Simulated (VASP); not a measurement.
# Which magnetic order does Fe2O3 (Hematite) take?, part 2 of 2

Wanted: the lowest of several collinear orders of Fe2O3 (Hematite). The start is a cell from a database of measured crystal structures.

VASP 6.6.1, plane waves and PAW; the level of theory is named at each step.

So far, largest spin moment in the PAW sphere (μB): step 2 (magnetic order, start order fm, signs ++++) 4.49; step 3 (magnetic order, start order AFM 1, signs ++--) 4.43; step 4 (magnetic order, start order AFM 2, signs +-+-) 4.39; step 5 (magnetic order, start order AFM 3, signs +--+) 4.45; step 6 (magnetic order, start order ferri 4, signs +++-) 4.49.

## Step 8: No spin polarisation

This step: r2SCAN, DFT+U (Fe d 5 eV), no spin polarisation; plane waves and PAW (Fe, O) (VASP 6.6.1).

A run without spin shows what magnetism as such gains.

Contents of INCAR:

```
SYSTEM = Fe2O3
PREC = Normal
ENCUT = 480
EDIFF = 1E-06
NELM = 150
ISMEAR = 0
SIGMA = 0.05
LREAL = .FALSE.
ALGO = Normal
METAGGA = R2SCAN
LASPH = .TRUE.
NBANDS = 44
LDAU = .TRUE.
LDAUTYPE = 2
LDAUL = 2 -1
LDAUU = 5 0
LDAUJ = 0 0
LDAUPRINT = 1
LMAXMIX = 4
LORBIT = 11
LWAVE = .FALSE.
LCHARG = .FALSE.
KPAR = 2
AMIX = 0.2
BMIX = 1E-04
AMIX_MAG = 0.8
BMIX_MAG = 1E-04
```

Contents of POSCAR:

```
Fe2O3
1.0
    2.5190000000      1.4543453281      4.5906666667
   -2.5190000000      1.4543453281      4.5906666667
    0.0000000000     -2.9086906562      4.5906666667
Fe O
4 6
Direct
    0.3553000000      0.3553000000      0.3553000000
    0.1447000000      0.1447000000      0.1447000000
    0.6447000000      0.6447000000      0.6447000000
    0.8553000000      0.8553000000      0.8553000000
    0.5559000000      0.2500000000      0.9441000000
    0.2500000000      0.9441000000      0.5559000000
    0.9441000000      0.5559000000      0.2500000000
    0.4441000000      0.7500000000      0.0559000000
    0.7500000000      0.0559000000      0.4441000000
    0.0559000000      0.4441000000      0.7500000000
```

Contents of KPOINTS:

```
Automatic mesh
0
Gamma
4 4 4
0 0 0
```

The projector-augmented-wave data sets are Fe and O (PBE family, release 64).

Command:

```sh
mpirun -np 2 vasp_std
```

Run time: 2.9 min. Hardware: 2 MPI ranks of AMD EPYC 7R43, shared host; peak memory 0.31 GiB.

This run has no spin polarisation, so a moment on Fe, if there is one, isn't seen. The gap is under twice the smearing width, so the edge states are partly filled and the run can't tell a small gap from a semimetal.

This step gave:

```yaml
free_energy_toten: -87.9963 eV
energy_at_zero_smearing: -87.9944 eV
fermi_energy: 2.241 eV
gap_on_the_k_mesh: 0.09650 eV
least_direct_gap_on_the_k_mesh: 0.09650 eV
```

Force by atom:

```
atom  x (eV/Å)  y (eV/Å)  z (eV/Å)   size
 Fe1     0.000     0.000    -0.508  0.508
 Fe2     0.000     0.000     0.508  0.508
 Fe3     0.000     0.000     0.508  0.508
 Fe4     0.000     0.000    -0.508  0.508
  O5     0.163     0.282     0.000  0.325
  O6     0.163    -0.282     0.000  0.325
  O7    -0.325     0.000     0.000  0.325
  O8    -0.163    -0.282     0.000  0.325
  O9    -0.163     0.282     0.000  0.325
 O10     0.325     0.000     0.000  0.325
```

Energy at zero smearing: -87.99436 eV.

## Step 9: Summary

This step: collinear magnetic orders, r2SCAN, DFT+U (Fe d 5 eV); plane waves and PAW (VASP 6.6.1).

No new run; the numbers come from the runs before.

This step gave:

```yaml
mean_moment_in_the_lowest_run: 4.387 μB
```

Orders, by row:

```
  order  signs  energy above the lowest (meV/magnetic atom)  total moment (μB)  mean moment on carriers (μB)  gap on the mesh (eV)  signs at the end, of the atoms given a moment
     fm   ++++                                        154.3                 20                         4.493                 2.583                                           ++++
  afm 1   ++--                                         70.9                  0                         4.429                 3.087                                           ++--
  afm 2   +-+-                                            0                  0                         4.387                 3.448                                           +-+-
  afm 3   +--+                                        98.04                  0                         4.451                  3.15                                           +--+
ferri 4   +++-                                        80.37                 10                         4.439                  2.97                                           +++-
     nm                                                3854                  0                             0                0.0965                                              -
```

## Step 10: Magnetic order, other settings: ISYM = 0

This step: r2SCAN, DFT+U (Fe d 5 eV), spin-polarised, from parallel moments; plane waves and PAW (Fe, O) (VASP 6.6.1).

The run is repeated with some settings moved, to see what they change.

Contents of INCAR:

```
SYSTEM = Fe2O3
PREC = Normal
ENCUT = 480
EDIFF = 1E-05
NELM = 120
ISMEAR = 0
SIGMA = 0.05
LREAL = .FALSE.
ALGO = Normal
METAGGA = R2SCAN
LASPH = .TRUE.
NBANDS = 49
ISPIN = 2
MAGMOM = 3 3 3 3 0 0 0 0 0 0
LDAU = .TRUE.
LDAUTYPE = 2
LDAUL = 2 -1
LDAUU = 5 0
LDAUJ = 0 0
LDAUPRINT = 1
LMAXMIX = 4
LORBIT = 11
LWAVE = .FALSE.
LCHARG = .FALSE.
KPAR = 2
ISYM = 0
```

POSCAR is that of step 8.

KPOINTS is that of step 8.

Command:

```sh
mpirun -np 2 vasp_std
```

It took 11 min on 2 MPI ranks; peak memory 0.62 GiB; 22 min of CPU time.

ISYM = 0 switches symmetry off, which costs time and should not change a single point.

Numbers from this step:

* electronic cycles: 17
* free energy (TOTEN): -102.7930 eV
* Fermi energy: 3.471 eV
* moment of the cell, from the last line of the log: 20 μB
* gap on the k-mesh: 2.584 eV
* least direct gap on the k-mesh: 2.746 eV

Spin moment in the PAW sphere by atom:

```
atom  spin moment in the PAW sphere (μB)
 Fe1                                4.49
 Fe2                                4.49
 Fe3                                4.49
 Fe4                                4.49
  O5                                0.31
  O6                                0.31
  O7                                0.31
  O8                                0.31
  O9                                0.31
 O10                                0.31
```

Force by atom:

```
atom  x (eV/Å)  y (eV/Å)  z (eV/Å)   size
 Fe1     0.000     0.000    -0.500  0.500
 Fe2     0.000     0.000     0.500  0.500
 Fe3     0.000     0.000     0.500  0.500
 Fe4     0.000     0.000    -0.500  0.500
  O5    -0.117    -0.203     0.000  0.234
  O6    -0.117     0.203     0.000  0.234
  O7     0.234     0.000     0.000  0.234
  O8     0.117     0.203     0.000  0.234
  O9     0.117    -0.203     0.000  0.234
 O10    -0.234     0.000     0.000  0.234
```

Settings moved on purpose: ISYM = 0.

Against the run that it repeats, EDIFF and AMIX also differ.

The two runs compared:

```
                    quantity  this run  the run it repeats  difference
energy at zero smearing (eV)   -102.79             -102.79      8.8e-5
    free energy (TOTEN) (eV)   -102.79             -102.79      8.8e-5
           Fermi energy (eV)    3.4714              3.4719     -5.0e-4
      gap on the k-mesh (eV)    2.5838              2.5831      7.0e-4
           electronic cycles        17                  20          -3
```

The energy stays within 0.1 meV an atom.

## Step 11: Summary of results

```
mean moment in the lowest run : 4.39 μB
```

In words: The lowest run started as afm 2 and holds 4.39 μB on average over the atoms that were given a moment; the next state, from afm 1, lies 70.9 meV a magnetic atom higher. It ends with the signs +-+- and a net moment of 0.00 μB a cell: opposed moments that cancel. The cell was not relaxed for each state; the pressures of the magnetic ones run from -2.5 to 0.4 GPa, which can move the order. No couplings are given: pair constants of the nearest shells miss the energies by 41 meV a magnetic atom. No other collinear orders were tried, and their comparison leaves spin-orbit coupling out.

[Lines on the potential files, build, host, timing and source positions are cut from VASP's logs without a mark.]

[Logs are printed without paths, hosts, clocks, repeated set-up lines and the standing remarks that a program may print on its own settings, such as how far it seeks lower states.]

[Hosts, paths, dates, database ids (printed as entryN), source tags and the programs' standing remarks are cut or masked in the printed files.]

[In band tables of VASP the shares of atoms and orbitals are scaled to a sum of 1 inside the atoms' spheres.]

[Runs that stopped without an error message from VASP are left out.]
